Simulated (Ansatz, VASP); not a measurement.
# Cross-check of YCu between VASP and Ansatz

Aim: how closely do two programs agree when they are given the same cell, functional and k mesh? Of the first pair: The two relaxations start from unlike cells of this crystal (the structure described is Ansatz's start), so only their ends are compared.

Program: Ansatz 0.2.0. Level of theory: plane waves, with VASP 6.6.1 beside it; relaxation of cell and atoms at PBEsol and zone-centre phonons at PBEsol. Results are calculated unless marked as measured.

### Step 1. The structure

The structure is cubic, space group Pm-3m (No. 221). The conventional cell has a = 3.458 Å, b = 3.458 Å, c = 3.458 Å, α = 90.00°, β = 90.00°, γ = 90.00°. Nearest to Y lie 8 Cu at 2.99 Å. Nearest to Cu lie 8 Y at 2.99 Å. Farther neighbours are not listed.

Structure file:

```cif
data_structure
_symmetry_space_group_name_H-M 'P 1'
_symmetry_Int_Tables_number 1
_cell_length_a 3.4581
_cell_length_b 3.4581
_cell_length_c 3.4581
_cell_angle_alpha 90.000
_cell_angle_beta 90.000
_cell_angle_gamma 90.000
_cell_volume 41.35
loop_
_atom_site_label
_atom_site_type_symbol
_atom_site_fract_x
_atom_site_fract_y
_atom_site_fract_z
_atom_site_occupancy
Y1 Y 0.00000 0.00000 0.00000 1
Cu2 Cu 0.50000 0.50000 0.50000 1
```

### Step 2. VASP: relaxation of cell and atoms, PBEsol

The relaxed volume is the usual yardstick between codes: in a stiff, nearly cubic crystal its relative difference is about their pressure difference at one cell divided by the bulk modulus.

Lines of VASP's logs that name or quote its potential files are left out, and so is its time.

The input, INCAR:

```
SYSTEM = YCu
PREC = Accurate
ENCUT = 600
EDIFF = 1E-07
NELM = 120
ISMEAR = 0
SIGMA = 0.1
LREAL = .FALSE.
ALGO = Normal
GGA = PS
NBANDS = 17
LASPH = .TRUE.
LORBIT = 11
LWAVE = .FALSE.
LCHARG = .FALSE.
ISIF = 3
IBRION = 2
NSW = 80
EDIFFG = -0.005
GGA_COMPAT = .FALSE.
NELMIN = 4
KPAR = 2
```

The input, POSCAR:

```
YCu
1.0
    3.4258175225      0.0000000000      0.0000000000
    0.0000000000      3.4258175225      0.0000000000
    0.0000000000      0.0000000000      3.4258175225
Y Cu
1 1
Direct
    0.0000000000      0.0000000000      0.0000000000
    0.5000001446      0.5000001446      0.5000001446
```

The input, KPOINTS:

```
Automatic mesh
0
Gamma
12 12 12
0 0 0
```

The projector-augmented-wave data sets are Y_sv and Cu (PBE family, release 64).

The run is started by

```bash
$ mpirun -np 2 vasp_std
```

Numbers of over 12 decimals in the logs are rounded to 6 here.

Output:

```text
[banner, memory and clock lines left out]
running    2 mpi-ranks, on    1 nodes
 distrk:  each k-point on    1 cores,    2 groups
 distr:  one band on    1 cores,    1 groups

 POSCAR found type information on POSCAR Y Cu
 POSCAR found :  2 types and       2 ions
|                                                                             |
|               ----> ADVICE to this user running VASP <----                  |
|                                                                             |
|     You enforced a specific xc type in the INCAR file but a different       |
|     [... a line on the potential file left out ...]
|     I HOPE YOU KNOW WHAT YOU ARE DOING!                                     |
|                                                                             |

 LDA part: xc-table for (Slater+PW92), standard interpolation
 POSCAR, INCAR and KPOINTS ok, starting setup
 FFT: planning ... GRIDC
 FFT: planning ... GRID_SOFT
 FFT: planning ... GRID
 WAVECAR not read
 entering main loop
       N       E                     dE             d eps       ncg     rms          rms(c)
DAV:   1     0.124138194681E+03    0.12414E+03   -0.12030E+04  2864   0.183E+03
DAV:   2    -0.697312433541E+01   -0.13111E+03   -0.12675E+03  3091   0.332E+02
DAV:   3    -0.129981354718E+02   -0.60250E+01   -0.58791E+01  3956   0.723E+01
DAV:   4    -0.132237138622E+02   -0.22558E+00   -0.22469E+00  4194   0.111E+01
DAV:   5    -0.132303082505E+02   -0.65944E-02   -0.65875E-02  4029   0.160E+00    0.392E+01
DAV:   6    -0.143827676786E+02   -0.11525E+01   -0.37466E+01  2962   0.130E+02    0.150E+01
DAV:   7    -0.116763794610E+02    0.27064E+01   -0.13166E+01  3000   0.594E+01    0.137E+01
DAV:   8    -0.116523871802E+02    0.23992E-01   -0.69956E-01  3824   0.536E+00    0.491E+00
DAV:   9    -0.116302244193E+02    0.22163E-01   -0.44154E-02  3934   0.285E+00    0.426E+00
DAV:  10    -0.116247719793E+02    0.54524E-02   -0.13120E-02  4243   0.172E+00    0.524E+00
DAV:  11    -0.115821815119E+02    0.42590E-01   -0.21218E-01  3872   0.829E+00    0.103E+00
DAV:  12    -0.115827227900E+02   -0.54128E-03   -0.14477E-02  3240   0.102E+00    0.740E-01
DAV:  13    -0.115829541124E+02   -0.23132E-03   -0.30274E-04  3895   0.130E-01    0.819E-01
DAV:  14    -0.115821669993E+02    0.78711E-03   -0.23302E-03  4020   0.409E-01    0.239E-01
DAV:  15    -0.115822624623E+02   -0.95463E-04   -0.72094E-04  5102   0.284E-01    0.281E-01
DAV:  16    -0.115822273440E+02    0.35118E-04   -0.39879E-05  4113   0.801E-02    0.180E-01
DAV:  17    -0.115822032688E+02    0.24075E-04   -0.73605E-05  4383   0.755E-02    0.260E-02
DAV:  18    -0.115822035363E+02   -0.26749E-06   -0.82144E-06  4619   0.228E-02    0.680E-03
DAV:  19    -0.115822035790E+02   -0.42734E-07   -0.24936E-07  2698   0.345E-03
   1 F= -.11582204E+02 E0= -.11579583E+02  d E =-.115822E+02
[...]
2 F= -.11582194E+02 E0= -.11579577E+02  d E =0.915789E-05
[...]
3 F= -.11582202E+02 E0= -.11579583E+02  d E =0.135931E-05
[...]
4 F= -.11582204E+02 E0= -.11579583E+02  d E =-.395057E-07
 curvature:  -0.07 expect dE=-0.121E-05 dE for cont linesearch -0.121E-05
 ZBRENT: interpolating
 opt :   0.1007  next Energy=   -11.582204 (dE=-0.842E-06)
 bond charge predicted
       N       E                     dE             d eps       ncg     rms          rms(c)
DAV:   1    -0.115822090450E+02   -0.53439E-05   -0.75936E-05  3319   0.153E-01    0.240E-02
DAV:   2    -0.115822103546E+02   -0.13096E-05   -0.79365E-05  2996   0.190E-01    0.215E-02
DAV:   3    -0.115822038186E+02    0.65360E-05   -0.28210E-05  3047   0.119E-01    0.517E-03
DAV:   4    -0.115822036628E+02    0.15580E-06   -0.26456E-06  4444   0.118E-02    0.452E-03
DAV:   5    -0.115822036581E+02    0.46480E-08   -0.51281E-08  2004   0.148E-03
   5 F= -.11582204E+02 E0= -.11579583E+02  d E =-.790883E-07
 curvature:  -0.05 expect dE=-0.185E-06 dE for cont linesearch -0.185E-06
 trial: gam= 0.00000 g(F)=  0.121E-50 g(S)=  0.405E-05 ort =-0.823E-05 (trialstep = 0.820E+00)
 search vector abs. value=  0.405E-05
 reached required accuracy - stopping structural energy minimisation
```

From OUTCAR (step 2):

```text
ion  position               nearest neighbor table
   1  0.000  0.000  0.000-   2 2.97   2 2.97   2 2.97   2 2.97   2 2.97   2 2.97   2 2.97   2 2.97

  LATTYP: Found a simple cubic cell.
 ALAT       =     3.4258175225

 Subroutine GETGRP returns: Found 48 space group operations
 (whereof 48 operations were pure point group operations)

The static configuration has the point symmetry O_h .

 Found     84 irreducible k-points:

   k-points           NKPTS =     84   k-points in BZ     NKDIM =     84   number of bands    NBANDS=     17

   dimension x,y,z NGX =    28 NGY =   28 NGZ =   28
   dimension x,y,z NGXF=    56 NGYF=   56 NGZF=   56

   ENCUT  =  600.0 eV  44.10 Ry    6.64 a.u.   6.84  6.84  6.84*2*pi/ulx,y,z

   NELECT =      22.0000    total number of electrons

 k-points in reciprocal lattice and weights: Automatic mesh
   0.00000000  0.00000000  0.00000000       0.001
   0.08333333  0.00000000  0.00000000       0.003
   0.16666667  0.00000000  0.00000000       0.003
   0.25000000  0.00000000  0.00000000       0.003
   0.33333333  0.00000000  0.00000000       0.003
   0.41666667  0.00000000  0.00000000       0.003
   0.50000000  0.00000000  0.00000000       0.002
   0.08333333  0.08333333  0.00000000       0.007
   0.16666667  0.08333333  0.00000000       0.014
[...]
0.50000000  0.50000000  0.41666667       0.003
   0.50000000  0.50000000  0.50000000       0.001

 average (electrostatic) potential at core
       1 -35.5033       2 -66.4273

 E-fermi :   4.8654

 k-point     1 :       0.0000    0.0000    0.0000
  band No.  band energies     occupation
    ...
      6       1.1136      2.00000
      7       1.1136      2.00000
      8       1.8828      2.00000
      9       1.8828      2.00000
     10       1.8828      2.00000
     11       5.3007      0.00000
     12       5.3007      0.00000
     13       9.7597      0.00000
     14       9.7597      0.00000
     15       9.7597      0.00000
    ...

 k-point     2 :       0.0833    0.0000    0.0000
  band No.  band energies     occupation
    ...
      6       1.1390      2.00000
      7       1.1516      2.00000
      8       1.8788      2.00000
      9       1.8788      2.00000
     10       1.8882      2.00000
     11       5.2931      0.00000
     12       5.3138      0.00000
     13       9.1939      0.00000
     14       9.1939      0.00000
     15       9.7582      0.00000
    ...

 k-point     3 :       0.1667    0.0000    0.0000
  band No.  band energies     occupation
    ...
      6       1.2101      2.00000
      7       1.2527      2.00000
      8       1.8682      2.00000
      9       1.8682      2.00000
     10       1.9029      2.00000
     11       5.2652      0.00000
     12       5.2711      0.00000
     13       8.3668      0.00000
     14       8.3668      0.00000
     15       9.7542      0.00000
    ...

  Total        0.0074837      0.0074837      0.0074837     -0.0000000      0.0000000     -0.0000000
  in kB        0.2982524      0.2982524      0.2982524     -0.0000000      0.0000000     -0.0000000
  external PRESSURE =       0.2982524 kB  Pullay stress =       0.0000000 kB

  energy-cutoff  :      600.00
  volume of cell :       40.20
      direct lattice vectors                 reciprocal lattice vectors
     3.425691019 -0.000000000 -0.000000000     0.291911908  0.000000000  0.000000000
    -0.000000000  3.425691019 -0.000000000     0.000000000  0.291911908  0.000000000
    -0.000000000 -0.000000000  3.425691019     0.000000000  0.000000000  0.291911908

 POSITION                                       TOTAL-FORCE (eV/Angst)
 -----------------------------------------------------------------------------------
      0.00000      0.00000      0.00000        -0.000000     -0.000000      0.000000
      1.71285      1.71285      1.71285         0.000000      0.000000      0.000000
 -----------------------------------------------------------------------------------
    total drift:                               -0.000111     -0.000111     -0.000111

  FREE ENERGIE OF THE ION-ELECTRON SYSTEM (eV)
  ---------------------------------------------------
  free  energy   TOTEN  =       -11.5822036581 eV

  energy  without entropy=      -11.5769627969  energy(sigma->0) =      -11.57958323

 reached required accuracy - stopping structural energy minimisation

 total charge
# of ion       s       p       d       f       tot
--------------------------------------------------
    1        2.272   6.345   0.977   0.029   9.623
    2        0.544   0.310   9.110   0.000   9.964
--------------------------------------------------
tot          2.816   6.654  10.087   0.029  19.587

[... 3 further parts left out ...]
```

CONTCAR:

```
YCu
   1.00000000000000
     3.4256910191723162   -0.0000000000000000   -0.0000000000000000
    -0.0000000000000000    3.4256910191723162   -0.0000000000000000
    -0.0000000000000000   -0.0000000000000000    3.4256910191723162
  Y               Cu
     1     1
Direct
     0.0000000000000000    0.0000000000000000    0.0000000000000000
     0.5000001446000013    0.5000001446000013    0.5000001446000013
```

### Step 3. Ansatz: relaxation of cell and atoms, PBEsol

Ansatz runs on its PAW soft_1 files.

Its own start cell and the same functional, mesh and smearing now go to Ansatz, which takes its cutoff from its data sets.

The input, input.yaml:

```yaml
crystal:
  lattice:
    - [3.45811539, 0.0, 0.0]
    - [0.0, 3.45811539, 0.0]
    - [0.0, 0.0, 3.45811539]
  atoms:
    - { symbol: "Y", position: [0.0, 0.0, 0.0] }
    - { symbol: Cu, position: [0.5, 0.5, 0.5] }
kpoints:
  mp_grid: { grid: [12, 12, 12] }
hamiltonian:
  xc: pbesol
  pseudopotentials: { kind: paw, azcp: { folder: soft_1 }, xc_functional: pbe }
scf:
  occupations: { method: gaussian, width: 0.1 }
output:
  forces: true
  stress: true
  eigenvalues: true
relax:
  adjacent_minimum: "off"
  f_tol: 0.005
  max_steps: 80
  cell: { stress_tol: 0.05 }
```

The run is started by

```bash
$ ansatz run input.yaml --threads 4 --pin off --max-ram 10240MiB --backend cpu --events-out ev --progress --plain --runs-dir out
```

Output:

```text
Engine: ansatz 0.2.0, aarch64-unknown-linux-gnu
Pseudopotentials: kind: paw
Pseudopotential: Y, paw, valence charge 11, recommended cutoff 420 eV (normal), soft_1/Y.paw.azcp
Pseudopotential: Cu, paw, valence charge 19, recommended cutoff 420 eV (normal), soft_1/Cu.paw.azcp
Functional definition: PBEsol
  exchange = pbesol_x
  correlation = pbesol_c
Crystal: 2 atoms, lattice volume = 41.354 Å³
Basis set: ecut = 420 eV, 799 PW (Γ), exchange–correlation on 48×48×48 points (8 copies of the dense FFT grid, shifted against one another)
Bands: 19, of which v1, the nominal top of the filled ones, is band 15 counted from 1 (14 counted from 0)
Symmetry: 48 space group operations
Space group: Pm-3m (ITA 221), of the structure as read, at distance tolerance 3.5e-5 Å
k-points: 84 of 1728
Non-local potential: Y, projectors of the file, l = 0: 3, l = 1: 2, l = 2: 2, l = 3: 1
Non-local potential: Cu, projectors of the file, l = 0: 3, l = 1: 2, l = 2: 3, l = 3: 1
PAW form: soft (Blöchl's): semilocal exchange-correlation on the pseudo side does not see the compensation charge
PAW frozen core: Y, regenerated for the run's functional, and the local potential with it (the file was generated under x = pbe(κ = 0.804, μ = 0.219515), c = pbe(β = 0.066725))
PAW frozen core: Cu, regenerated for the run's functional, and the local potential with it (the file was generated under x = pbe(κ = 0.804, μ = 0.219515), c = pbe(β = 0.066725))
PAW one-centre angular grid: Y, 590 points (default); XC on 64 Gauss nodes
PAW one-centre angular grid: Cu, 590 points (default); XC on 64 Gauss nodes
Initial density: superposition of atomic densities (chi_scale 0.1, normalization cell, long waves kept (reshape's long-wave potential 0.00 eV rms))
Initial wavefunctions: pseudopotential atomic-orbital guess
Functional: x = pbesol(κ = 0.804, μ = 0.123457), c = pbesol(β = 0.046)
SCF iter   1: F=—  HF=-10395.232562 eV  |F-HF|=—  |Δ(HF+E_count)|=         —  Δρ=8.61e-1  dr2=2.55e2  ethr=3.10e-3  ⟨swp⟩=4.5  Hψ=6228  notcnv=0
preconditioner: auto → Kerker (q_TF=auto, 2.586 Å⁻¹)  [metal: Δε(μ)=0.012 eV  Ē_g=10.374 eV  σ=0.100 eV  W_gap=0.07  n_scr=18 (ndim 8)  ℏωp=25.8 eV  f_vac=0.000  D(μ)=8.13/eV (n_scr^D=146)]
SCF iter   2: F=—  HF=-10386.905426 eV  |F-HF|=—  |Δ(HF+E_count)|=    8.33e0  Δρ=3.52e-1  dr2=4.69e1  ethr=3.10e-3  ⟨swp⟩=2.4  Hψ=3902  notcnv=0  defer=1
SCF iter   3: F=—  HF=-10384.975742 eV  |F-HF|=—  |Δ(HF+E_count)|=    1.93e0  Δρ=1.21e-1  dr2=6.74e0  ethr=3.10e-3  ⟨swp⟩=2.0  Hψ=2926  notcnv=0
SCF iter   4: F=—  HF=-10384.501523 eV  |F-HF|=—  |Δ(HF+E_count)|=   4.74e-1  Δρ=5.11e-2  dr2=1.22e0  ethr=3.10e-3  ⟨swp⟩=2.7  Hψ=2985  notcnv=0  defer=1
SCF iter   5: F=—  HF=-10384.349718 eV  |F-HF|=—  |Δ(HF+E_count)|=   1.52e-1  Δρ=1.99e-2  dr2=1.88e-1  ethr=3.10e-3  ⟨swp⟩=2.1  Hψ=2082  notcnv=0  defer=1
SCF iter   6: F=—  HF=-10384.322613 eV  |F-HF|=—  |Δ(HF+E_count)|=   2.71e-2  Δρ=1.08e-2  dr2=4.13e-2  ethr=6.28e-4  ⟨swp⟩=2.0  Hψ=2399  notcnv=0  defer=2
SCF iter   7: F=—  HF=-10384.317879 eV  |F-HF|=—  |Δ(HF+E_count)|=   4.73e-3  Δρ=3.00e-3  dr2=3.92e-3  ethr=1.38e-4  ⟨swp⟩=1.4  Hψ=1654  notcnv=0  defer=2
SCF iter   8: F=—  HF=-10384.317267 eV  |F-HF|=—  |Δ(HF+E_count)|=   6.12e-4  Δρ=6.81e-4  dr2=1.65e-4  ethr=1.31e-5  ⟨swp⟩=1.9  Hψ=1966  notcnv=0  defer=2
SCF iter   9: F=—  HF=-10384.317255 eV  |F-HF|=—  |Δ(HF+E_count)|=   1.22e-5  Δρ=2.69e-4  dr2=2.81e-5  ethr=5.50e-7  ⟨swp⟩=1.3  Hψ=1668  notcnv=0  defer=2
SCF iter  10: F=—  HF=-10384.317241 eV  |F-HF|=—  |Δ(HF+E_count)|=   1.40e-5  Δρ=9.78e-5  dr2=3.65e-6  ethr=9.35e-8  ⟨swp⟩=1.0  Hψ=1596  notcnv=0  defer=2
SCF iter  11: F=-10384.317241 eV  HF=-10384.317241 eV  |F-HF|=1.62e-8  |Δ(HF+E_count)|=   4.84e-7  Δρ=8.76e-6  dr2=2.90e-8  ethr=3.33e-10  ⟨swp⟩=3.6  Hψ=6105  notcnv=0
the search or the solves at the SCF's close seem to have found levels that the self-consistency loop had missed (the run counts 2). By its estimate they hold under 1e-12 electrons; where the run keeps them, the occupations were computed again with them
SCF 1 converged in 11 iterations: F = -10384.317241 eV  dr2 = 2.90e-8
  greatest PAW one-centre occupation: 1.000 electrons in one spin orbital (limit 2), on the Cu atom at site 1 (counted from 0), in its partial waves of l = 0
relax step   1: F+E_penalty+E_count = -10384.31724075 eV  Δ(F+E_penalty+E_count) = +0.000e0 eV  max|allowed force component| = 3.077e-29 eV/Å  Δτ_max = 0.0000 Å  P = -2.147 GPa  Ω = 41.354 Å³  (11 SCF iters, dr2 threshold 1.00e-7 eV, accepted)
[...]
relax step   2: F+E_penalty+E_count = -10384.32249014 eV  Δ(F+E_penalty+E_count) = -5.249e-3 eV  max|allowed force component| = 1.860e-29 eV/Å  Δτ_max = 0.0000 Å  P = +1.474 GPa  Ω = 39.438 Å³  energy of the carried Pulay correction = +3.511e-4 eV  (6 SCF iters, dr2 threshold 2.00e-7 eV, accepted)
[...]
relax step   3: F+E_penalty+E_count = -10384.32562612 eV  Δ(F+E_penalty+E_count) = -3.136e-3 eV  max|allowed force component| = 3.681e-30 eV/Å  Δτ_max = 0.0000 Å  P = -0.064 GPa  Ω = 40.196 Å³  energy of the carried Pulay correction = +2.102e-4 eV  (7 SCF iters, dr2 threshold 2.00e-7 eV, accepted)
[...]
relax step   4: F+E_penalty+E_count = -10384.32563867 eV  Δ(F+E_penalty+E_count) = -1.255e-5 eV  max|allowed force component| = 8.809e-30 eV/Å  Δτ_max = 0.0000 Å  P = -0.002 GPa  Ω = 40.164 Å³  energy of the carried Pulay correction = +2.162e-4 eV  (6 SCF iters, dr2 threshold 1.03e-8 eV, accepted)
[...]
relax step   5: F+E_penalty+E_count = -10384.32541991 eV  Δ(F+E_penalty+E_count) = +2.188e-4 eV  max|allowed force component| = 3.550e-30 eV/Å  Δτ_max = 0.0000 Å  P = -0.000 GPa  Ω = 40.164 Å³  stress off target by 2.19e-4 GPa  SCF on the basis re-selected at this cell (its energy is not comparable with the rows above)  (7 SCF iters)
basis re-selected at this cell: Δ(F+E_penalty+E_count) = +2.188e-4 eV, ΔP = +0.002 GPa vs the last step (what re-selecting the basis moved, of the pressure what is left beyond the Pulay correction that the steps carried, after the strain that the cell walked since its last selection, with what the two solves' SCF thresholds leave and, on support functions, any second-order correction that the steps lacked; it is no m [...]
SCF converged after 7 iterations
Free energy (F): -10384.325420 eV
Harris-Foulkes:  -10384.325420 eV  (|F-HF|=0.00e0)
Internal energy: -10384.320488 eV  (E = F + TS)
E sigma→0 (E₀):  -10384.322954 eV
Entropy (-TS):   -0.004932 eV (-2.466 meV/atom)
Fermi energy:    12.655460 eV
--- Per-component energies (eV) ---
  E_band       = -526.816317
  E_kinetic    = 580.458613
  E_local      = -6078.028164  (includes V_loc(G=0)·N_el)
  E_nonlocal   = 918.203957
  E_hartree    = 2564.205185
  E_xc         = -246.439749
  E_vxc        = -294.605374  (∫ρ·V_xc dr)
  E_paw        = -4543.177250  (= ΣΔE_a)
  E_vpaw       = -781.256795  (= ΣTr[D̂ρ^β])
  E_aug_tail   = 0.001038  (compensation charges beyond the density's cutoff)
  E_ewald      = -3579.899094
  E_core_change = 0.354976  (= ΣΔE_core)
  E_smearing   = -0.004932  (= −TS)
  E_closure    = -0.000000  (closes the sum)
  Σ components = -10384.325420   (vs F -10384.325420, Δ=0.00e0)
--- Forces (eV/Å), atoms counted from 1 ---
  atom   1  Y     -0.00000000     0.00000000     0.00000000
  atom   2  Cu     0.00000000    -0.00000000     0.00000000
  max |Σ_I F_I| component: 5.52e-30 eV/Å
--- Stress (GPa, compression-positive) ---
       -0.000219      -0.000000       0.000000
       -0.000000      -0.000219       0.000000
        0.000000       0.000000      -0.000219
  P = ⅓ Tr σ = -0.0002 GPa (-0.002 kbar)
--- Band table (eV; the first three rows and the last of 84) ---
  k-point 0: bands = [... 11 lower, 9.7035, 9.7035, 9.7035, 13.1096, 13.1096, 17.5647, 17.5647, 17.5647]
  k-point 1: bands = [... 11 lower, 9.6995, 9.6995, 9.7091, 13.1012, 13.1218, 16.9890, 16.9890, 17.5631]
  k-point 2: bands = [... 11 lower, 9.6888, 9.6888, 9.7242, 13.0697, 13.0770, 16.1574, 16.1574, 17.5588]
  k-point 83: bands = [... 11 lower, 10.0164, 10.0164, 10.8729, 10.8729, 10.8729, 14.2749, 19.0745, 19.0745]
--- Relaxed structure (4 steps of the walk, 4 accepted, 1 SCFs on fresh bases) ---
  F+E_penalty+E_count = -10384.32541991 eV   max|allowed force component| = 3.550e-30 eV/Å   (the final SCF, on the basis selected at the relaxed cell)
  cell:  # Å, volume = 40.1637 Å³
    - [3.424611, 0, 0]
    - [0, 3.424611, 0]
    - [0, 0, 3.424611]
  atoms:
    - { symbol: Y, position: [0, 0, 0] }
    - { symbol: Cu, position: [0.5, 0.5, 0.5] }
```

### Step 4. Comparison

Known differences besides the potentials themselves: the data sets hold 30 valence electrons in Ansatz (on its PAW soft_1 files) and 22 in VASP; the cutoff is 420 eV in Ansatz and 600 eV in VASP; Ansatz makes its cores anew for this functional, VASP keeps those of its PBE data sets; Ansatz adds a Pulay correction to the stress that steers its cell, VASP none. Total energies have different zeros and are not compared.

Both answers:

```csv
quantity,Ansatz,VASP,difference
volume (Å³),40.16,40.20,-0.09 %
"edge a after relaxation, in the typed setting (Å)",3.425,3.426,-0.03 %
```

(Continued in part 2 of 2.)

[Lines on the potential files, build, host, timing and source positions are cut from VASP's logs without a mark.]

[Logs are printed without paths, hosts, clocks, repeated set-up lines and the standing remarks that a program may print on its own settings, such as how far it seeks lower states.]

[Hosts, paths, dates, database ids (printed as entryN), source tags and the programs' standing remarks are cut or masked in the printed files.]
